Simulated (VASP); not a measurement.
BAs: energy against volume

BAs (zinc blende, F-43m, 13.707 Å³/atom and stress up to 0.01 GPa in the relaxed cell, cube axes along x, y and z) under an equal strain ε along all three axes. r2SCAN in VASP (plane waves, PAW), 600 eV, 12×12×12 Γ-centred mesh, Gaussian smearing 0.05 eV; ions are relaxed, or left where forces stay under 0.02 eV/Å, within the symmetry of each cell.

Here V stands for volume and E for E less E0.

| volume (Å³/atom) | E less E0 (meV/atom) | pressure (GPa) |
|---|---|---|
| 12.9009 | 23.57 | 9.77 |
| 13.0994 | 13.10 | 7.09 |
| 13.2999 | 5.77 | 4.57 |
| 13.5024 | 1.45 | 2.21 |
| 13.7070 | 0.00 | 0.01 |
| 13.9136 | 1.29 | -2.06 |
| 14.1223 | 5.19 | -3.99 |
| 14.3331 | 11.58 | -5.79 |
| 14.5460 | 20.35 | -7.47 |
| 14.9780 | ? | ? |

Using the third-order Birch-Murnaghan form, a cubic in V^(-2/3), estimate the missing E at V = 14.9780 from the other rows, showing the fit.

With u = V^(-2/3) - 0.175, the rows have u = 0.006797, 0.004956, 0.003143, 0.001357, -0.000402, -0.002135, -0.003842, -0.005525, -0.007182. Least squares gives E = 0.088 + 395.42·u + 449037·u² + 162364·u³. Residuals (row less fit): -0.002, 0.003, -0.002, -0.002, -0.002, 0.001, 0.002, -0.003, 0.000; standard error 0.003 (degrees of freedom: 5). Its minimum lies at u = -0.000440, so V0 = (0.174560)^(-3/2) = 13.71. There d²E/du² = 897600 and d³E/du³ = 974200, so B0 = (4/9) × 13.71^(-7/3) × 897600 × 0.160218 = 142 GPa (the last factor turns the table's units into GPa), and B0' = 4 + (2/3) × 0.174560 × (974200)/897600 = 4.1. B0' rests on the cubic coefficient alone and has a standard error of 0.1 from these residuals. At the withheld row, u = -0.010425, so E = 0.088 + 395.42 × (-0.010425) + 449037 × (-0.010425)² + 162364 × (-0.010425)³ = 44.583 meV/atom. The calculation gives 44.56 meV/atom, 0.023 meV/atom below the prediction (0.1 % of the range of E in the table). The row lies outside the fitted rows, so this is an extrapolation. The scatter of the fitted rows lies at the last printed digit.

Other structures, which can take over under pressure, weren't tried. The same form fitted to the pressure column gives B0' = 4.1; series where the two differ by over 0.4 aren't shown. Rows are the converged runs of the series near zero and its far end, less any whose ions stayed unrelaxed beside relaxed ones; series whose fitted rows scatter by over a few per cent of the range, as at a crossing or softening among them, aren't shown in this form.
